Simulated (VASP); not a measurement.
VASP input:

File POSCAR:
```
Na
1.0
 -2.1300000000   2.1300000000   2.1300000000
  2.1300000000  -2.1300000000   2.1300000000
  2.1300000000   2.1300000000  -2.1300000000
Na
1
Direct
  0.0000000000   0.0000000000   0.0000000000
```

### KPOINTS
```
Automatic mesh
0
gamma
11 11 11
```

INCAR:
```
! general
SYSTEM   = Na
PREC     = Accurate
ENCUT    = 520
LREAL    = F
LASPH    = T   ! aspherical one-centre terms

! electronic loop
EDIFF    = 1E-6   ! SCF stop (eV)
NELM     = 100   ! most electronic steps
ALGO     = Normal

! smearing
ISMEAR   = 1
SIGMA    = 0.1

! functional
GGA      = MK
LUSE_VDW = T
AGGAC    = 0.0
PARAM1   = 0.1234568
PARAM2   = 0.7114
ZAB_VDW  = -1.8867

! ions
IBRION   = 2
NSW      = 60
ISIF     = 3   ! ions, shape and volume
EDIFFG   = -0.01   ! ionic stop

! output
LWAVE    = F
LCHARG   = F
```

POTCAR, in this order: Na_pv (PBE.64 set). Program: vasp_std.

Problem. Translate this rev-vdW-DF2 calculation to Quantum ESPRESSO's pw.x.

Solution. One equivalent input (not run):
```
&CONTROL
  calculation = 'vc-relax'
  pseudo_dir = './pseudo'
  outdir = './out'
  tprnfor = .true.
  tstress = .true.
  nstep = 60
  forc_conv_thr = 0.00039
/
&SYSTEM
  ibrav = 0
  nat = 1
  ntyp = 1
  ecutwfc = 88
  occupations = 'smearing'
  smearing = 'methfessel-paxton'
  degauss = 0.00735
  input_dft = 'vdw-df2-b86r'
/
&ELECTRONS
  conv_thr = 7.3e-08
  electron_maxstep = 100
/
&IONS
/
&CELL
/
ATOMIC_SPECIES
  Na 22.990 Na.upf
CELL_PARAMETERS angstrom
    -2.1300000    2.1300000    2.1300000
     2.1300000   -2.1300000    2.1300000
     2.1300000    2.1300000   -2.1300000
ATOMIC_POSITIONS crystal
  Na   0.0000000  0.0000000  0.0000000
K_POINTS automatic
  11 11 11 0 0 0
```
The two are equivalent in intent, not identical: the potentials are each code's own (VASP's PAW set, PseudoDojo norm-conserving files in pw.x), so ENCUT and ecutwfc are chosen apart and not converted; conv_thr bounds pw.x's estimated SCF error, while EDIFF bounds the energy change between steps; forc_conv_thr acts on force components and is met together with etot_conv_thr.

The compound is Na in the bcc structure. This run relaxes it. Symmetry was kept, so distortions that lower it aren't found.
